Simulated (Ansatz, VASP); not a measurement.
# La2O3: VASP beside Ansatz, part 2 of 3

Aim: how closely do two programs agree when they are given the same cell, functional and k mesh? The cell is taken from a series of runs on this material, whose earlier steps may have relaxed, scaled, displaced or heated it; both programs get it as it stands.

VASP 6.6.1 and Ansatz 0.2.0.

So far: The starting structure; VASP: zone-centre phonons, PBE.

## (2) VASP: zone-centre phonons, PBE (continued)

Level of this step: PBE; plane waves and PAW (O, La) (VASP).

OUTCAR, selected parts (step 2):

```text
ion  position               nearest neighbor table
   1  0.667  0.333  0.354-   5 2.37   5 2.37   5 2.37   4 2.45
   2  0.333  0.667  0.646-   4 2.37   4 2.37   4 2.37   5 2.45
   3  0.000  0.000  0.000-   4 2.73   5 2.73   4 2.73   5 2.73   4 2.73   5 2.73
   4  0.667  0.333  0.753-   2 2.37   2 2.37   2 2.37   1 2.45   3 2.73   3 2.73   3 2.73
   5  0.333  0.667  0.247-   1 2.37   1 2.37   1 2.37   2 2.45   3 2.73   3 2.73   3 2.73

  LATTYP: Found a hexagonal cell.
 ALAT       =     3.9329850917
 C/A-ratio  =     1.5636141705

 Subroutine GETGRP returns: Found 12 space group operations
 (whereof 12 operations were pure point group operations)

The static configuration has the point symmetry D_3d.

 Found     43 irreducible k-points:

   k-points           NKPTS =     43   k-points in BZ     NKDIM =     43   number of bands    NBANDS=     26

   dimension x,y,z NGX =    32 NGY =   32 NGZ =   50
   dimension x,y,z NGXF=    64 NGYF=   64 NGZF=  100

   ENCUT  =  600.0 eV  44.10 Ry    6.64 a.u.   7.86  7.86 12.28*2*pi/ulx,y,z

   NELECT =      40.0000    total number of electrons

 k-points in reciprocal lattice and weights: Automatic mesh
   0.00000000  0.00000000  0.00000000       0.003
   0.11111111  0.00000000  0.00000000       0.019
   0.22222222  0.00000000  0.00000000       0.019
   0.33333333  0.00000000  0.00000000       0.019
   0.44444444  0.00000000  0.00000000       0.019
   0.11111111  0.11111111  0.00000000       0.019
   0.22222222  0.11111111  0.00000000       0.037
   0.33333333  0.11111111  0.00000000       0.037
   0.44444444  0.11111111  0.00000000       0.019
[...]
0.33333333  0.22222222  0.50000000       0.037
   0.33333333  0.33333333  0.50000000       0.006

 average (electrostatic) potential at core
       1 -67.1394       2 -67.1394       3 -66.6447       4 -95.0638       5 -95.0638

 Eigenvectors and eigenvalues of the dynamical matrix
 ----------------------------------------------------

   1 f  =   12.882144 THz    80.940895 2PiTHz  429.702055 cm-1    53.276241 meV
             X         Y         Z           dx          dy          dz
      1.966493  1.135355  2.178965     0.000000   -0.000000    0.540699
     -0.000000  2.270710  3.970706    -0.000000    0.000000    0.540699
      0.000000  0.000000  0.000000    -0.000000   -0.000000   -0.635527
      1.966493  1.135355  4.632831     0.000000   -0.000000   -0.075481
     -0.000000  2.270710  1.516841    -0.000000    0.000000   -0.075481

   2 f  =   11.504704 THz    72.286186 2PiTHz  383.755612 cm-1    47.579611 meV
             X         Y         Z           dx          dy          dz
      1.966493  1.135355  2.178965     0.000000    0.000000   -0.685973
     -0.000000  2.270710  3.970706    -0.000000   -0.000000    0.685973
      0.000000  0.000000  0.000000    -0.000000   -0.000000   -0.000000
      1.966493  1.135355  4.632831     0.000000    0.000000   -0.171585
     -0.000000  2.270710  1.516841    -0.000000   -0.000000    0.171585

   3 f  =   11.479027 THz    72.124852 2PiTHz  382.899115 cm-1    47.473418 meV
             X         Y         Z           dx          dy          dz
      1.966493  1.135355  2.178965     0.188607    0.673912    0.000000
     -0.000000  2.270710  3.970706    -0.188607   -0.673912   -0.000000
      0.000000  0.000000  0.000000     0.000000   -0.000000    0.000000
      1.966493  1.135355  4.632831     0.027313    0.097592    0.000000
     -0.000000  2.270710  1.516841    -0.027313   -0.097592   -0.000000

   4 f  =   11.479027 THz    72.124852 2PiTHz  382.899115 cm-1    47.473418 meV
             X         Y         Z           dx          dy          dz
      1.966493  1.135355  2.178965    -0.673912    0.188607   -0.000000
     -0.000000  2.270710  3.970706     0.673912   -0.188607    0.000000
      0.000000  0.000000  0.000000    -0.000000    0.000000   -0.000000
      1.966493  1.135355  4.632831    -0.097592    0.027313   -0.000000
     -0.000000  2.270710  1.516841     0.097592   -0.027313    0.000000

   5 f  =   10.435035 THz    65.565260 2PiTHz  348.075308 cm-1    43.155819 meV
             X         Y         Z           dx          dy          dz
      1.966493  1.135355  2.178965     0.175249    0.626161    0.000000
     -0.000000  2.270710  3.970706     0.175249    0.626161   -0.000000
      0.000000  0.000000  0.000000    -0.084163   -0.300714   -0.000000
      1.966493  1.135355  4.632831    -0.045464   -0.162441   -0.000000
     -0.000000  2.270710  1.516841    -0.045464   -0.162441   -0.000000

   6 f  =   10.435035 THz    65.565260 2PiTHz  348.075308 cm-1    43.155819 meV
             X         Y         Z           dx          dy          dz
      1.966493  1.135355  2.178965     0.626161   -0.175249    0.000000
     -0.000000  2.270710  3.970706     0.626161   -0.175249   -0.000000
      0.000000  0.000000  0.000000    -0.300714    0.084163    0.000000
      1.966493  1.135355  4.632831    -0.162441    0.045464    0.000000
     -0.000000  2.270710  1.516841    -0.162441    0.045464    0.000000

   7 f  =    5.508978 THz    34.613926 2PiTHz  183.759710 cm-1    22.783290 meV
             X         Y         Z           dx          dy          dz
      1.966493  1.135355  2.178965     0.000000    0.000000   -0.171585
     -0.000000  2.270710  3.970706    -0.000000   -0.000000    0.171585
      0.000000  0.000000  0.000000    -0.000000   -0.000000   -0.000000
      1.966493  1.135355  4.632831     0.000000   -0.000000    0.685973
     -0.000000  2.270710  1.516841     0.000000    0.000000   -0.685973

   8 f  =    5.378177 THz    33.792082 2PiTHz  179.396672 cm-1    22.242343 meV
             X         Y         Z           dx          dy          dz
      1.966493  1.135355  2.178965    -0.000000   -0.000000    0.398084
     -0.000000  2.270710  3.970706    -0.000000   -0.000000    0.398084
      0.000000  0.000000  0.000000    -0.000000   -0.000000    0.739394
      1.966493  1.135355  4.632831     0.000000    0.000000   -0.261107
     -0.000000  2.270710  1.516841     0.000000    0.000000   -0.261107

   9 f  =    5.167830 THz    32.470436 2PiTHz  172.380264 cm-1    21.372419 meV
             X         Y         Z           dx          dy          dz
      1.966493  1.135355  2.178965     0.044408    0.158683    0.000000
     -0.000000  2.270710  3.970706     0.044408    0.158683    0.000000
      0.000000  0.000000  0.000000     0.248514    0.888016    0.000000
      1.966493  1.135355  4.632831    -0.058848   -0.210282    0.000000
     -0.000000  2.270710  1.516841    -0.058848   -0.210282   -0.000000

  10 f  =    5.167830 THz    32.470436 2PiTHz  172.380264 cm-1    21.372419 meV
             X         Y         Z           dx          dy          dz
      1.966493  1.135355  2.178965     0.158683   -0.044408   -0.000000
     -0.000000  2.270710  3.970706     0.158683   -0.044408    0.000000
      0.000000  0.000000  0.000000     0.888016   -0.248514   -0.000000
      1.966493  1.135355  4.632831    -0.210282    0.058848    0.000000
     -0.000000  2.270710  1.516841    -0.210282    0.058848   -0.000000

  11 f  =    2.978202 THz    18.712596 2PiTHz   99.342128 cm-1    12.316849 meV
             X         Y         Z           dx          dy          dz
      1.966493  1.135355  2.178965    -0.027315   -0.097591   -0.000000
     -0.000000  2.270710  3.970706     0.027315    0.097591   -0.000000
      0.000000  0.000000  0.000000    -0.000000    0.000000   -0.000000
      1.966493  1.135355  4.632831     0.188621    0.673908   -0.000000
     -0.000000  2.270710  1.516841    -0.188621   -0.673908   -0.000000

  12 f  =    2.978202 THz    18.712596 2PiTHz   99.342128 cm-1    12.316849 meV
             X         Y         Z           dx          dy          dz
      1.966493  1.135355  2.178965    -0.097591    0.027315   -0.000000
     -0.000000  2.270710  3.970706     0.097591   -0.027315   -0.000000
      0.000000  0.000000  0.000000     0.000000   -0.000000   -0.000000
      1.966493  1.135355  4.632831     0.673908   -0.188621   -0.000000
     -0.000000  2.270710  1.516841    -0.673908    0.188621   -0.000000

  13 f/i=    0.004793 THz     0.030115 2PiTHz    0.159874 cm-1     0.019822 meV
             X         Y         Z           dx          dy          dz
      1.966493  1.135355  2.178965     0.000000    0.000000    0.221751
     -0.000000  2.270710  3.970706     0.000000    0.000000    0.221751
      0.000000  0.000000  0.000000     0.000000    0.000000    0.222265
      1.966493  1.135355  4.632831     0.000000    0.000000    0.652783
     -0.000000  2.270710  1.516841     0.000000    0.000000    0.652783

  14 f/i=    0.042367 THz     0.266202 2PiTHz    1.413225 cm-1     0.175217 meV
             X         Y         Z           dx          dy          dz
      1.966493  1.135355  2.178965     0.223512   -0.010002   -0.000000
     -0.000000  2.270710  3.970706     0.223512   -0.010002   -0.000000
      0.000000  0.000000  0.000000     0.228148   -0.010210   -0.000000
      1.966493  1.135355  4.632831     0.650398   -0.029105   -0.000000
     -0.000000  2.270710  1.516841     0.650398   -0.029105   -0.000000

  15 f/i=    0.042367 THz     0.266202 2PiTHz    1.413225 cm-1     0.175217 meV
             X         Y         Z           dx          dy          dz
      1.966493  1.135355  2.178965    -0.010002   -0.223512    0.000000
     -0.000000  2.270710  3.970706    -0.010002   -0.223512    0.000000
      0.000000  0.000000  0.000000    -0.010210   -0.228148    0.000000
      1.966493  1.135355  4.632831    -0.029105   -0.650398    0.000000
     -0.000000  2.270710  1.516841    -0.029105   -0.650398    0.000000

 MACROSCOPIC STATIC DIELECTRIC TENSOR IONIC CONTRIBUTION
 ------------------------------------------------------
          23.777841     0.000000     0.000000
           0.000000    23.777841     0.000000
           0.000000     0.000000    24.820137
 ------------------------------------------------------

 ELASTIC MODULI CONTR FROM IONIC RELAXATION (kBar)
 Direction    XX          YY          ZZ          XY          YZ          ZX
 --------------------------------------------------------------------------------
 XX        -398.7653    226.9098    -91.3430     -0.0000    189.4213      0.0000
 YY         226.9098   -398.7653    -91.3430     -0.0000   -189.4213     -0.0000
 ZZ         -91.3430    -91.3430   -211.8436     -0.0000     -0.0000      0.0000
 XY          -0.0000     -0.0000     -0.0000   -312.8375     -0.0000    195.0342
 YZ         189.4213   -189.4213     -0.0000     -0.0000   -139.0084     -0.0000
 ZX           0.0000     -0.0000      0.0000    195.0342     -0.0000   -144.1393
 --------------------------------------------------------------------------------

 PIEZOELECTRIC TENSOR IONIC CONTR  for field in x, y, z        (C/m^2)
          XX          YY          ZZ          XY          YZ          ZX
  --------------------------------------------------------------------------------
  x    -0.00000     0.00000    -0.00000     0.00000    -0.00000    -0.00000
  y     0.00000    -0.00000     0.00000     0.00000    -0.00000    -0.00000
  z    -0.00000     0.00000    -0.00000    -0.00000     0.00000     0.00000
```

[end of part 2 of 3]

[Lines on the potential files, build, host, timing and source positions are cut from VASP's logs without a mark.]

[Logs are printed without paths, hosts, clocks, repeated set-up lines and the standing remarks that a program may print on its own settings, such as how far it seeks lower states.]

[Hosts, paths, dates, database ids (printed as entryN), source tags and the programs' standing remarks are cut or masked in the printed files.]
